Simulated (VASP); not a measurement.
A convergence study with VASP on CdSe (zinc blende): one setting is varied, all else stays as given below, so the limit is that of these other settings.

```yaml
crystal:
  lattice:
    - [0.00000, 3.02500, 3.02500]
    - [3.02500, 0.00000, 3.02500]
    - [3.02500, 3.02500, 0.00000]
  atoms:
    - { symbol: Cd, position: [0.00000, 0.00000, 0.00000] }
    - { symbol: Se, position: [0.25000, 0.25000, 0.25000] }
```

Level of theory: LDA (Ceperley-Alder, Perdew-Zunger), VASP's LDA PAW potentials (set 64) (plane waves; VASP 6.6.1). The tightest run used: 550 eV cut-off, 17×17×17 Γ-centred mesh, Gaussian smearing of 0.050 eV, potentials Cd Se.

Problem. The settings run are 1×1×1 mesh; 2×2×2 mesh; 3×3×3 mesh; 4×4×4 mesh; 5×5×5 mesh; 6×6×6 mesh; 8×8×8 mesh; 9×9×9 mesh; 10×10×10 mesh; 11×11×11 mesh; 12×12×12 mesh; 13×13×13 mesh; 14×14×14 mesh; 15×15×15 mesh; 16×16×16 mesh; 17×17×17 mesh. From which on does the stress (every component) stay within 0.1 GPa of the tightest run?

Solution. From 5×5×5 mesh on: it is off by 0.06 there and by no more than 0.1 in any finer run, while 4×4×4 mesh is off by 0.22.
```json
[
 {"setting": "1×1×1 mesh", "E (eV/atom)": "2.4315", "pressure (GPa)": "46.76", "irreducible k-points": "1", "difference judged (GPa)": "47.49"},
 {"setting": "2×2×2 mesh", "E (eV/atom)": "-2.7578", "pressure (GPa)": "3.17", "irreducible k-points": "3", "difference judged (GPa)": "3.90"},
 {"setting": "3×3×3 mesh", "E (eV/atom)": "-3.2622", "pressure (GPa)": "0.15", "irreducible k-points": "4", "difference judged (GPa)": "0.88"},
 {"setting": "4×4×4 mesh", "E (eV/atom)": "-3.3515", "pressure (GPa)": "-0.51", "irreducible k-points": "8", "difference judged (GPa)": "0.22"},
 {"setting": "5×5×5 mesh", "E (eV/atom)": "-3.3720", "pressure (GPa)": "-0.67", "irreducible k-points": "10", "difference judged (GPa)": "0.06"},
 {"setting": "6×6×6 mesh", "E (eV/atom)": "-3.3777", "pressure (GPa)": "-0.72", "irreducible k-points": "16", "difference judged (GPa)": "0.01"},
 {"setting": "8×8×8 mesh", "E (eV/atom)": "-3.3802", "pressure (GPa)": "-0.73", "irreducible k-points": "29", "difference judged (GPa)": "0.00"},
 {"setting": "9×9×9 mesh", "E (eV/atom)": "-3.3805", "pressure (GPa)": "-0.73", "irreducible k-points": "35", "difference judged (GPa)": "0.00"},
 {"setting": "10×10×10 mesh", "E (eV/atom)": "-3.3807", "pressure (GPa)": "-0.73", "irreducible k-points": "47", "difference judged (GPa)": "0.00"},
 {"setting": "11×11×11 mesh", "E (eV/atom)": "-3.3807", "pressure (GPa)": "-0.73", "irreducible k-points": "56", "difference judged (GPa)": "0.00"},
 {"setting": "12×12×12 mesh", "E (eV/atom)": "-3.3808", "pressure (GPa)": "-0.73", "irreducible k-points": "72", "difference judged (GPa)": "0.00"},
 {"setting": "13×13×13 mesh", "E (eV/atom)": "-3.3808", "pressure (GPa)": "-0.73", "irreducible k-points": "84", "difference judged (GPa)": "0.00"},
 {"setting": "14×14×14 mesh", "E (eV/atom)": "-3.3808", "pressure (GPa)": "-0.73", "irreducible k-points": "104", "difference judged (GPa)": "0.00"},
 {"setting": "15×15×15 mesh", "E (eV/atom)": "-3.3808", "pressure (GPa)": "-0.73", "irreducible k-points": "120", "difference judged (GPa)": "0.00"},
 {"setting": "16×16×16 mesh", "E (eV/atom)": "-3.3808", "pressure (GPa)": "-0.73", "irreducible k-points": "145", "difference judged (GPa)": "0.00"},
 {"setting": "17×17×17 mesh", "E (eV/atom)": "-3.3808", "pressure (GPa)": "-0.73", "irreducible k-points": "165", "difference judged (GPa)": "0.00"}
]
```

Left out are rungs that failed or repeat a setting and relaxations that didn't move; long series are thinned to 24 rows.

The compound is CdSe in the zinc blende structure, whereas wurtzite is the usual form. The cell was not relaxed at this level.
